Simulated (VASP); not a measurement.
Method: PBE GGA, VASP's PBE PAW potentials (set 64) (plane waves; VASP).

Input for VASP

POSCAR:
```
CdS
1.0
  0.0000000000   2.9605175066   2.9605175066
  2.9605175066   0.0000000000   2.9605175066
  2.9605175066   2.9605175066   0.0000000000
Cd S
1 1
Cart
  0.0000000000   0.0000000000   0.0000000000
  1.4802587533   1.4802587533   1.4802587533
```

KPOINTS:
```
Automatic mesh
0
Gamma
11 11 11
0 0 0
```

**INCAR**
```
ALGO=Normal
EDIFF=1E-8
ENCUT=400
GGA=PE
IBRION=8
ISMEAR=0
LASPH=.TRUE.
LCHARG=.FALSE.
LEPSILON=.TRUE.
LMAXMIX=4
LREAL=.FALSE.
LWAVE=.FALSE.
NELM=100
NSW=1
PREC=Accurate
SIGMA=0.01
SYSTEM=CdS
```

POTCAR, in this order: Cd S (PBE.64 set). Program: vasp_std.

The run wrote:

**OUTCAR**
```


 HEAD OF MICROSCOPIC STATIC DIELECTRIC TENSOR (INDEPENDENT PARTICLE, excluding Hartree and local field effects)
 ------------------------------------------------------
           6.664565     0.000000    -0.000000
           0.000000     6.664565    -0.000000
           0.000000    -0.000000     6.664565
 ------------------------------------------------------

 MACROSCOPIC STATIC DIELECTRIC TENSOR (including local field effects in DFT)
 ------------------------------------------------------
           6.335210     0.000000     0.000000
           0.000000     6.335210    -0.000000
          -0.000000     0.000000     6.335210
 ------------------------------------------------------

 PIEZOELECTRIC TENSOR (including local field effects)  for field in x, y, z        (e  Angst)
          XX          YY          ZZ          XY          YZ          ZX
  --------------------------------------------------------------------------------
  x     0.00000    -0.00000     0.00000     0.00000    -2.08837    -0.00000
  y    -0.00000    -0.00000    -0.00000     0.00000     0.00000    -2.08837
  z    -0.00000     0.00000     0.00000    -2.08837     0.00000     0.00000

 PIEZOELECTRIC TENSOR (including local field effects)  for field in x, y, z        (C/m^2)
          XX          YY          ZZ          XY          YZ          ZX
  --------------------------------------------------------------------------------
  x     0.00000    -0.00000     0.00000     0.00000    -0.64474    -0.00000
  y    -0.00000    -0.00000    -0.00000     0.00000     0.00000    -0.64474
  z    -0.00000     0.00000     0.00000    -0.64474     0.00000     0.00000

 BORN EFFECTIVE CHARGES (including local field effects) (in |e|, cummulative output)
 ---------------------------------------------------------------------------------
 ion    1
    1     2.24264     0.00000     0.00000
    2     0.00000     2.24264     0.00000
    3    -0.00000     0.00000     2.24264
 ion    2
    1    -2.24264     0.00000     0.00000
    2     0.00000    -2.24264     0.00000
    3     0.00000    -0.00000    -2.24264

   1 f  =    6.604028 THz    41.494334 2PiTHz  220.286675 cm-1    27.312055 meV

   2 f  =    6.604028 THz    41.494334 2PiTHz  220.286675 cm-1    27.312055 meV

   3 f  =    6.604028 THz    41.494334 2PiTHz  220.286675 cm-1    27.312055 meV

   4 f/i=    0.001293 THz     0.008125 2PiTHz    0.043132 cm-1     0.005348 meV

   5 f/i=    0.001293 THz     0.008125 2PiTHz    0.043132 cm-1     0.005348 meV

   6 f/i=    0.001293 THz     0.008125 2PiTHz    0.043132 cm-1     0.005348 meV

 MACROSCOPIC STATIC DIELECTRIC TENSOR IONIC CONTRIBUTION
 ------------------------------------------------------
           3.937919     0.000000    -0.000000
           0.000000     3.937919     0.000000
          -0.000000     0.000000     3.937919
 ------------------------------------------------------

 ELASTIC MODULI CONTR FROM IONIC RELAXATION (kBar)
 Direction    XX          YY          ZZ          XY          YZ          ZX
 --------------------------------------------------------------------------------
 XX          -0.0000     -0.0000     -0.0000     -0.0000     -0.0000     -0.0000
 YY          -0.0000     -0.0000     -0.0000     -0.0000     -0.0000     -0.0000
 ZZ          -0.0000     -0.0000     -0.0000     -0.0000     -0.0000     -0.0000
 XY          -0.0000     -0.0000     -0.0000   -209.8522      0.0000      0.0000
 YZ          -0.0000     -0.0000     -0.0000      0.0000   -209.8522      0.0000
 ZX          -0.0000     -0.0000     -0.0000      0.0000      0.0000   -209.8522
 --------------------------------------------------------------------------------

 PIEZOELECTRIC TENSOR IONIC CONTR  for field in x, y, z        (C/m^2)
          XX          YY          ZZ          XY          YZ          ZX
  --------------------------------------------------------------------------------
  x     0.00000     0.00000     0.00000     0.00000     0.85539     0.00000
  y     0.00000     0.00000     0.00000     0.00000     0.00000     0.85539
  z     0.00000     0.00000     0.00000     0.85539    -0.00000     0.00000
```
(Selected blocks of OUTCAR.)

The dielectric response may not be converged in the k-mesh; for small gaps it tends to come out too large.

The compound is CdS in the zinc blende structure, a metastable form; wurtzite is the usual one. It was relaxed first, which changed the volume by +5 %.
